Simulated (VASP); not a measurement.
# Ba2SeO with PBE: from relaxation to properties, part 4 of 5

Wanted: the relaxed cell of Ba2SeO and its properties. The cell is invented: it takes the structure of COD entry 9008673, MgSe (space group 225 there), with some of its atoms replaced by other elements, volume scaled by an estimate. It may not be a known or stable phase. The atoms of the start are displaced at random from the sites of a P4/mmm cell.

VASP 6.6.1; PBE; plane waves and PAW (Ba_sv, Se, O); invented cell.

So far, gap on the k-mesh (eV): step 3 (relaxing cell and atoms (PBE)) 2.08; step 7 (total and projected DOS (PBE)) 2.09.

### Step 8. Response to an electric field (PBE)

The response to a static field gives the electronic dielectric tensor and the Born charges. It needs tightly converged orbitals, hence the small EDIFF.

File INCAR:

```
SYSTEM = Ba2SeO
PREC = Accurate
ENCUT = 520
EDIFF = 1E-08
NELM = 100
ISMEAR = 0
SIGMA = 0.01
LREAL = .FALSE.
ALGO = Normal
GGA = PE
NBANDS = 22
LORBIT = 11
LWAVE = .FALSE.
LCHARG = .FALSE.
KPAR = 2
LEPSILON = .TRUE.
```

File POSCAR:

```
Ba2SeO
1.0
    4.7404832200      0.0000000000      0.0000000000
    0.0000000000      4.4389628300      0.0000000000
   -0.0735353900      0.0000000000      6.5383073500
Ba Se O
2 1 1
Direct
    0.4996762360      0.5000000000      0.4370531020
    0.1262429400      0.0000000000      0.9948535090
    0.9963588130      0.0000000000      0.5017322050
    0.3825050120      0.5000000000      0.0670541840
```

File KPOINTS:

```
Automatic mesh
0
Gamma
5 5 4
0 0 0
```

Potentials, in the order of the species: Ba_sv, Se and O (PBE family, release 64).

Launch:

```
$ mpirun -np 2 vasp_std
```

The program printed:

```text
[... set-up lines as in an earlier step ...]
 entering main loop
       N       E                     dE             d eps       ncg     rms          rms(c)
DAV:   1     0.221501614559E+03    0.22150E+03   -0.13786E+04  1452   0.124E+03
DAV:   2    -0.723884687159E+01   -0.22874E+03   -0.21713E+03  2026   0.243E+02
DAV:   3    -0.244903360978E+02   -0.17251E+02   -0.17120E+02  1970   0.732E+01
DAV:   4    -0.250094431473E+02   -0.51911E+00   -0.51849E+00  2314   0.111E+01
DAV:   5    -0.250153603490E+02   -0.59172E-02   -0.59162E-02  1814   0.118E+00    0.117E+01
DAV:   6    -0.210280256797E+02    0.39873E+01   -0.22343E+01  1712   0.217E+01    0.743E+00
DAV:   7    -0.207770620403E+02    0.25096E+00   -0.24438E+00  1836   0.895E+00    0.309E+00
DAV:   8    -0.207178400640E+02    0.59222E-01   -0.31253E-01  1794   0.375E+00    0.814E-01
DAV:   9    -0.207353143964E+02   -0.17474E-01   -0.40313E-02  2050   0.117E+00    0.279E-01
DAV:  10    -0.207413482599E+02   -0.60339E-02   -0.79387E-03  1976   0.575E-01    0.177E-01
DAV:  11    -0.207425793626E+02   -0.12311E-02   -0.51573E-03  1960   0.379E-01    0.812E-02
DAV:  12    -0.207428005537E+02   -0.22119E-03   -0.87832E-04  1888   0.199E-01    0.232E-02
DAV:  13    -0.207428187690E+02   -0.18215E-04   -0.14971E-04  1848   0.671E-02    0.175E-02
DAV:  14    -0.207428274694E+02   -0.87004E-05   -0.12152E-04  1842   0.588E-02    0.173E-02
DAV:  15    -0.207428218947E+02    0.55747E-05   -0.30157E-05  1868   0.326E-02    0.274E-03
DAV:  16    -0.207428222107E+02   -0.31599E-06   -0.33109E-06  1828   0.856E-03    0.134E-03
DAV:  17    -0.207428221930E+02    0.17728E-07   -0.23345E-07  1872   0.310E-03    0.650E-04
DAV:  18    -0.207428222184E+02   -0.25409E-07   -0.45613E-08  1788   0.119E-03    0.369E-04
DAV:  19    -0.207428222219E+02   -0.34870E-08   -0.13554E-08  1558   0.596E-04
   1 F= -.20742822E+02 E0= -.20742822E+02  d E =-.470703E-65
 Linear response reoptimize wavefunctions to high precision
DAV:   1    -0.207428222279E+02   -0.60231E-08   -0.29052E-09  1456   0.389E-04
DAV:   2    -0.207428222280E+02   -0.13733E-09   -0.55372E-10  1266   0.124E-04
DAV:   3    -0.207428222281E+02   -0.63665E-10   -0.99338E-11  1200   0.454E-05
 Linear response G [H, r] |phi>, progress :
  Direction:   1
       N       E                     dE             d eps       ncg     rms
RMM:   1    -0.111748103501E+03   -0.11175E+03    0.71742E+02  3112   0.111E+02
RMM:   2    -0.120887263159E+03   -0.91392E+01   -0.30925E+01  2871   0.208E+01
RMM:   3    -0.121807194157E+03   -0.91993E+00   -0.37657E+00  3381   0.594E+00
RMM:   4    -0.121899272824E+03   -0.92079E-01   -0.29612E-01  3473   0.153E+00
RMM:   5    -0.121908508903E+03   -0.92361E-02   -0.35858E-02  3484   0.485E-01
RMM:   6    -0.121909979724E+03   -0.14708E-02   -0.61661E-03  3602   0.165E-01
RMM:   7    -0.121910236575E+03   -0.25685E-03   -0.65372E-03  3661   0.647E-02
RMM:   8    -0.121910274373E+03   -0.37798E-04    0.11609E-03  3695   0.207E-02
RMM:   9    -0.121910283046E+03   -0.86734E-05   -0.10247E-03  3701   0.893E-03
RMM:  10    -0.121910285138E+03   -0.20914E-05   -0.34121E-04  3604   0.498E-03
RMM:  11    -0.121910285462E+03   -0.32459E-06   -0.42909E-04  3411   0.378E-03
RMM:  12    -0.121910285409E+03    0.53299E-07   -0.34943E-04  2978   0.338E-03
RMM:  13    -0.121910285491E+03   -0.81541E-07   -0.34817E-04  2687   0.326E-03
RMM:  14    -0.121910285558E+03   -0.66927E-07   -0.31283E-04  2499   0.322E-03
RMM:  15    -0.121910285597E+03   -0.39418E-07   -0.33770E-04  2394   0.320E-03
 Linear response G [H, r] |phi>, progress :
  Direction:   2
       N       E                     dE             d eps       ncg     rms
RMM:   1    -0.112608537715E+03   -0.11261E+03    0.74307E+02  3166   0.113E+02
RMM:   2    -0.121450743842E+03   -0.88422E+01   -0.39128E+01  2802   0.227E+01
RMM:   3    -0.122442285027E+03   -0.99154E+00   -0.42474E+00  3193   0.609E+00
RMM:   4    -0.122539792654E+03   -0.97508E-01   -0.32621E-01  3321   0.158E+00
RMM:   5    -0.122550998330E+03   -0.11206E-01   -0.46482E-02  3331   0.507E-01
RMM:   6    -0.122552448957E+03   -0.14506E-02   -0.10687E-02  3454   0.168E-01
RMM:   7    -0.122552766158E+03   -0.31720E-03   -0.95781E-03  3513   0.650E-02
RMM:   8    -0.122552621890E+03    0.14427E-03   -0.25157E-05  3536   0.208E-02
RMM:   9    -0.122552626813E+03   -0.49229E-05   -0.14116E-03  3431   0.920E-03
RMM:  10    -0.122552608922E+03    0.17891E-04   -0.30949E-04  3366   0.505E-03
RMM:  11    -0.122552610271E+03   -0.13491E-05   -0.27787E-04  3230   0.385E-03
RMM:  12    -0.122552609169E+03    0.11023E-05   -0.22730E-04  2916   0.341E-03
RMM:  13    -0.122552609233E+03   -0.64039E-07   -0.11583E-04  2673   0.330E-03
RMM:  14    -0.122552609242E+03   -0.88839E-08    0.17749E-05  2471   0.325E-03
RMM:  15    -0.122552609192E+03    0.49101E-07   -0.67950E-05  2362   0.323E-03
 Linear response G [H, r] |phi>, progress :
  Direction:   3
       N       E                     dE             d eps       ncg     rms
RMM:   1    -0.111635100587E+03   -0.11164E+03    0.73624E+02  3268   0.112E+02
RMM:   2    -0.121391627140E+03   -0.97565E+01   -0.36990E+01  2879   0.221E+01
RMM:   3    -0.122303437211E+03   -0.91181E+00   -0.40293E+00  3369   0.613E+00
RMM:   4    -0.122401791609E+03   -0.98354E-01   -0.27780E-01  3372   0.153E+00
RMM:   5    -0.122412035340E+03   -0.10244E-01   -0.36546E-02  3507   0.502E-01
RMM:   6    -0.122413657629E+03   -0.16223E-02   -0.26846E-03  3501   0.169E-01
RMM:   7    -0.122413878687E+03   -0.22106E-03   -0.52152E-03  3649   0.649E-02
RMM:   8    -0.122413921769E+03   -0.43082E-04    0.24253E-03  3680   0.217E-02
RMM:   9    -0.122413927337E+03   -0.55684E-05   -0.47185E-04  3669   0.977E-03
RMM:  10    -0.122413930205E+03   -0.28677E-05   -0.12034E-04  3613   0.579E-03
RMM:  11    -0.122413930669E+03   -0.46392E-06   -0.24873E-04  3462   0.461E-03
RMM:  12    -0.122413930777E+03   -0.10770E-06   -0.17982E-04  3062   0.422E-03
RMM:  13    -0.122413930968E+03   -0.19145E-06   -0.22381E-04  2793   0.409E-03
RMM:  14    -0.122413930771E+03    0.19740E-06   -0.20922E-04  2533   0.405E-03
RMM:  15    -0.122413930778E+03   -0.72132E-08   -0.19500E-04  2393   0.404E-03
 Linear response to external field (no local field effect), progress :
  Direction:   1
       N       E                     dE             d eps       ncg     rms          rms(c)
RMM:   1    -0.134696002876E+01   -0.13470E+01   -0.57009E+00  3131   0.438E+00
RMM:   2    -0.140477032130E+01   -0.57810E-01   -0.18388E-01  3436   0.115E+00
RMM:   3    -0.141290768704E+01   -0.81374E-02   -0.14799E-02  3567   0.304E-01
RMM:   4    -0.141360729024E+01   -0.69960E-03   -0.11733E-03  3520   0.883E-02
[...]
Linear response to external field (no local field effect), progress :
  Direction:   2
       N       E                     dE             d eps       ncg     rms          rms(c)
RMM:   1    -0.138582239869E+01   -0.13858E+01   -0.59359E+00  3057   0.448E+00
RMM:   2    -0.144062953292E+01   -0.54807E-01   -0.18031E-01  3221   0.112E+00
RMM:   3    -0.144738949364E+01   -0.67600E-02   -0.14495E-02  3394   0.306E-01
RMM:   4    -0.144804946408E+01   -0.65997E-03   -0.11337E-03  3379   0.835E-02
RMM:   5    -0.144810773731E+01   -0.58273E-04   -0.20239E-04  3324   0.293E-02
RMM:   6    -0.144811630349E+01   -0.85662E-05    0.11584E-05  3248   0.976E-03
RMM:   7    -0.144811738162E+01   -0.10781E-05   -0.11771E-04  3286   0.431E-03
RMM:   8    -0.144811753105E+01   -0.14943E-06   -0.49725E-05  3231   0.127E-03
RMM:   9    -0.144811754455E+01   -0.13498E-07   -0.85715E-06  2891   0.606E-04
RMM:  10    -0.144811754724E+01   -0.26865E-08   -0.49899E-06  2487   0.377E-04
RMM:  11    -0.144811754681E+01    0.42401E-09   -0.22957E-06  2109   0.318E-04
RMM:  12    -0.144811754673E+01    0.81889E-10   -0.10643E-06  1834   0.302E-04
RMM:  13    -0.144811754680E+01   -0.64178E-10   -0.12880E-06  1711   0.299E-04
RMM:  14    -0.144811754710E+01   -0.30026E-09   -0.10969E-06  1647   0.298E-04
 change of polarisation eV/A/(eV/A) component  2 :    -0.231     2.896    -0.020
 dielectric tensor                  component  2 :    -0.304     4.809    -0.026
 Linear response to external field (no local field effect), progress :
  Direction:   3
       N       E                     dE             d eps       ncg     rms          rms(c)
RMM:   1    -0.136077434074E+01   -0.13608E+01   -0.57443E+00  3114   0.450E+00
RMM:   2    -0.142222252682E+01   -0.61448E-01   -0.18150E-01  3439   0.114E+00
RMM:   3    -0.142902771516E+01   -0.68052E-02   -0.15100E-02  3563   0.314E-01
RMM:   4    -0.142976422137E+01   -0.73651E-03   -0.12192E-03  3534   0.885E-02
RMM:   5    -0.142983361864E+01   -0.69397E-04   -0.22130E-04  3535   0.313E-02
RMM:   6    -0.142984395151E+01   -0.10333E-04   -0.74470E-06  3541   0.108E-02
RMM:   7    -0.142984531276E+01   -0.13613E-05   -0.70459E-05  3557   0.481E-03
RMM:   8    -0.142984550976E+01   -0.19700E-06   -0.71524E-05  3457   0.144E-03
RMM:   9    -0.142984553265E+01   -0.22894E-07    0.57483E-06  3164   0.718E-04
RMM:  10    -0.142984553866E+01   -0.60134E-08   -0.26020E-06  2715   0.453E-04
RMM:  11    -0.142984554096E+01   -0.22955E-08    0.68848E-07  2264   0.381E-04
RMM:  12    -0.142984554268E+01   -0.17196E-08    0.54760E-07  1922   0.362E-04
RMM:  13    -0.142984554484E+01   -0.21615E-08    0.34444E-07  1759   0.358E-04
RMM:  14    -0.142984554501E+01   -0.17016E-09    0.47793E-07  1704   0.358E-04
 change of polarisation eV/A/(eV/A) component  3 :     0.129    -0.019     2.860
 dielectric tensor                  component  3 :     0.169    -0.025     4.761
 Linear response to external field, progress :
  Direction:   1
       N       E                     dE             d eps       ncg     rms          rms(c)
RMM:   1    -0.134696002876E+01   -0.13470E+01   -0.57009E+00  3131   0.438E+00
RMM:   2    -0.140477031378E+01   -0.57810E-01   -0.18388E-01  3436   0.115E+00    0.180E+00
RMM:   3    -0.129614967187E+01    0.10862E+00   -0.19490E-01  2651   0.177E+00    0.954E-01
RMM:   4    -0.134979521434E+01   -0.53646E-01   -0.20850E-01  2635   0.180E+00    0.322E-01
RMM:   5    -0.137835251457E+01   -0.28557E-01   -0.12346E-02  3064   0.457E-01    0.162E-01
RMM:   6    -0.140032346956E+01   -0.21971E-01   -0.36686E-03  2907   0.267E-01    0.419E-02
RMM:   7    -0.140477883456E+01   -0.44554E-02   -0.79427E-04  3195   0.858E-02    0.229E-02
RMM:   8    -0.140775080673E+01   -0.29720E-02   -0.28530E-04  3009   0.490E-02    0.699E-03
RMM:   9    -0.140770596041E+01    0.44846E-04   -0.95453E-05  3380   0.177E-02    0.323E-03
RMM:  10    -0.140809647880E+01   -0.39052E-03   -0.67779E-05  3195   0.813E-03    0.894E-04
RMM:  11    -0.140809841731E+01   -0.19385E-05   -0.11686E-05  3545   0.325E-03    0.511E-04
RMM:  12    -0.140810688659E+01   -0.84693E-05   -0.11345E-05  3349   0.132E-03    0.137E-04
RMM:  13    -0.140810920626E+01   -0.23197E-05   -0.35881E-06  3587   0.623E-04    0.880E-05
RMM:  14    -0.140810796215E+01    0.12441E-05   -0.27398E-06  3072   0.392E-04    0.144E-05
RMM:  15    -0.140810777858E+01    0.18357E-06   -0.14385E-06  2563   0.280E-04    0.780E-06
 change of polarisation eV/A/(eV/A) component  1 :     2.501    -0.221     0.123
 dielectric tensor                  component  1 :     4.290    -0.290     0.161
 Linear response to external field, progress :
  Direction:   2
       N       E                     dE             d eps       ncg     rms          rms(c)
RMM:   1    -0.138581610476E+01   -0.13858E+01   -0.59358E+00  4778   0.448E+00
RMM:   2    -0.144062941351E+01   -0.54813E-01   -0.18032E-01  5136   0.112E+00    0.176E+00
RMM:   3    -0.136471183870E+01    0.75918E-01   -0.13886E-01  4048   0.160E+00    0.965E-01
RMM:   4    -0.142580453362E+01   -0.61093E-01   -0.14932E-01  4066   0.166E+00    0.290E-01
RMM:   5    -0.146776843602E+01   -0.41964E-01   -0.96958E-03  4572   0.451E-01    0.440E-02
RMM:   6    -0.147622696371E+01   -0.84585E-02   -0.13574E-03  5232   0.133E-01    0.223E-02
RMM:   7    -0.147826667536E+01   -0.20397E-02   -0.18343E-04  4961   0.448E-02    0.105E-02
RMM:   8    -0.147906744306E+01   -0.80077E-03   -0.93074E-05  4753   0.238E-02    0.369E-03
RMM:   9    -0.147908401301E+01   -0.16570E-04   -0.27370E-05  5576   0.824E-03    0.191E-03
RMM:  10    -0.147922572406E+01   -0.14171E-03   -0.21195E-05  4956   0.402E-03    0.481E-04
RMM:  11    -0.147923161202E+01   -0.58880E-05   -0.32672E-06  5489   0.157E-03    0.189E-04
RMM:  12    -0.147920730833E+01    0.24304E-04   -0.37738E-06  5257   0.706E-04    0.944E-05
RMM:  13    -0.147920828874E+01   -0.98041E-06   -0.64140E-07  4934   0.440E-04    0.284E-05
RMM:  14    -0.147920739653E+01    0.89221E-06    0.91103E-08  4234   0.307E-04    0.150E-05
RMM:  15    -0.147920777971E+01   -0.38319E-06    0.25951E-07  3286   0.277E-04    0.450E-06
 change of polarisation eV/A/(eV/A) component  2 :    -0.000     2.655    -0.001
 dielectric tensor                  component  2 :    -0.000     4.492    -0.001
 Linear response to external field, progress :
  Direction:   3
       N       E                     dE             d eps       ncg     rms          rms(c)
RMM:   1    -0.136077434074E+01   -0.13608E+01   -0.57443E+00  3114   0.450E+00
RMM:   2    -0.142222252674E+01   -0.61448E-01   -0.18150E-01  3439   0.114E+00    0.185E+00
RMM:   3    -0.128030662501E+01    0.14192E+00   -0.26483E-01  2701   0.202E+00    0.101E+00
RMM:   4    -0.129986051571E+01   -0.19554E-01   -0.16352E-01  2715   0.172E+00    0.480E-01
RMM:   5    -0.133153014642E+01   -0.31670E-01   -0.23496E-02  2913   0.632E-01    0.243E-01
RMM:   6    -0.136475779282E+01   -0.33228E-01   -0.67260E-03  2760   0.412E-01    0.611E-02
RMM:   7    -0.136927625170E+01   -0.45185E-02   -0.41020E-04  3198   0.115E-01    0.406E-02
RMM:   8    -0.137228885867E+01   -0.30126E-02   -0.41333E-05  2964   0.815E-02    0.146E-02
RMM:   9    -0.137333321407E+01   -0.10444E-02    0.14330E-04  3239   0.280E-02    0.630E-03
RMM:  10    -0.137369919561E+01   -0.36598E-03    0.54679E-05  2989   0.149E-02    0.167E-03
RMM:  11    -0.137364983655E+01    0.49359E-04    0.34103E-05  3562   0.523E-03    0.108E-03
RMM:  12    -0.137364250669E+01    0.73299E-05   -0.49991E-06  3079   0.269E-03    0.251E-04
RMM:  13    -0.137361842186E+01    0.24085E-04   -0.29860E-06  3575   0.107E-03    0.181E-04
RMM:  14    -0.137361656766E+01    0.18542E-05   -0.25564E-07  3242   0.635E-04    0.583E-05
RMM:  15    -0.137361883480E+01   -0.22671E-05   -0.18328E-07  3371   0.404E-04    0.444E-05
RMM:  16    -0.137361924663E+01   -0.41182E-06   -0.19980E-06  2738   0.335E-04    0.101E-05
RMM:  17    -0.137361985412E+01   -0.60749E-06   -0.15594E-06  2189   0.295E-04    0.468E-06
 change of polarisation eV/A/(eV/A) component  3 :     0.121    -0.017     2.450
 dielectric tensor                  component  3 :     0.159    -0.022     4.222
 Born effective charges drift removed
```

Run time: 4.7 min. Hardware: 2 MPI ranks of Intel Xeon 6975P-C (Granite Rapids), shared host; peak memory 1.1 GiB.

From OUTCAR (step 8):

```text
   k-points           NKPTS =     33   k-points in BZ     NKDIM =     33   number of bands    NBANDS=     22

   NELECT =      32.0000    total number of electrons

  Total       -0.0125549     -0.0077969      0.0129760      0.0000000      0.0000000      0.0017249
  in kB       -0.1462028     -0.0907955      0.1511063      0.0000000      0.0000000      0.0200866
  external PRESSURE =      -0.0286307 kB  Pullay stress =       0.0000000 kB

 POSITION                                       TOTAL-FORCE (eV/Angst)
 -----------------------------------------------------------------------------------
      2.33657      2.21948      2.85759        -0.001457      0.000000     -0.000923
      0.52530      0.00000      6.50466        -0.007850      0.000000     -0.000808
      4.68633      0.00000      3.28048         0.005724      0.000000      0.001632
      1.80833      2.21948      0.43842         0.003582      0.000000      0.000100
 -----------------------------------------------------------------------------------
    total drift:                                0.000228      0.000000     -0.000027

 MACROSCOPIC STATIC DIELECTRIC TENSOR (including local field effects in DFT)
 ------------------------------------------------------
           4.289637     0.000000     0.159433
           0.000000     4.492086     0.000000
           0.161447     0.000000     4.222067
 ------------------------------------------------------

 PIEZOELECTRIC TENSOR (including local field effects)  for field in x, y, z        (C/m^2)
          XX          YY          ZZ          XY          YZ          ZX
  --------------------------------------------------------------------------------
  x    -0.02051    -0.17587     0.09791     0.00000     0.00000    -0.07133
  y     0.00000     0.00000     0.00000    -0.18243    -0.14542     0.00000
  z    -0.03174    -0.12442     0.27204     0.00000     0.00000     0.13695

 BORN EFFECTIVE CHARGES (including local field effects) (in |e|, cummulative output)
 ---------------------------------------------------------------------------------
 ion    1
    1     2.66302     0.00000     0.27866
    2     0.00000     2.30067     0.00000
    3     0.25197     0.00000     2.03837
 ion    2
    1     1.75152     0.00000     0.11992
    2     0.00000     2.94093     0.00000
    3     0.13909     0.00000     2.67797
 ion    3
    1    -2.64935     0.00000    -0.04892
    2     0.00000    -2.25334     0.00000
    3    -0.05168     0.00000    -2.13901
 ion    4
    1    -1.76519     0.00000    -0.34966
    2     0.00000    -2.98827     0.00000
    3    -0.33937     0.00000    -2.57733

[... 6 parts as in an earlier step ...]

[... 4 further parts left out ...]
```

Energies printed during the response cycles are not total energies of the cell. The dielectric response converges more slowly with the mesh than energies do, so tensor and charges may still move on a finer one.

Numbers from this step:

```yaml
bands: 22
irreducible_k_points: 33
fermi_energy: 0.7837 eV
pressure: -0.002863 GPa
```

Electronic dielectric tensor with local fields:

```
4.29 0.00 0.16
0.00 4.49 0.00
0.16 0.00 4.22
```

Born effective charge (e), principal values of the symmetric part by kind of site:

```
atom  atoms with these values    low  middle   high   mean
 Ba1                        1   1.94    2.30   2.76   2.33
 Ba2                        1   1.73    2.70   2.94   2.46
 Se3                        1  -2.65   -2.25  -2.13  -2.35
  O4                        1  -2.99   -2.70  -1.64  -2.44
```

In full for O4:

```
-1.77  0.00 -0.35
 0.00 -2.99  0.00
-0.34  0.00 -2.58
```

Piezoelectric tensor with clamped ions (C/m²), by row:

```csv
field,xx,yy,zz,xy,yz,zx
x,-0.02051,-0.1759,0.09791,0,0,-0.07133
y,0,0,0,-0.1824,-0.1454,0
z,-0.03174,-0.1244,0.272,0,0,0.1369
```

The Born charges sum to zero; the printed set may have that rule imposed, so this is no test.

(Part 4 of 5 ends here.)

[Lines on the potential files, build, host, timing and source positions are cut from VASP's logs without a mark.]

[Logs are printed without paths, hosts, clocks, repeated set-up lines and the standing remarks that a program may print on its own settings, such as how far it seeks lower states.]

[Hosts, paths, dates, database ids (printed as entryN), source tags and the programs' standing remarks are cut or masked in the printed files.]

[A measured line is paired with the nearest computed mode of its activity, which favours agreement.]
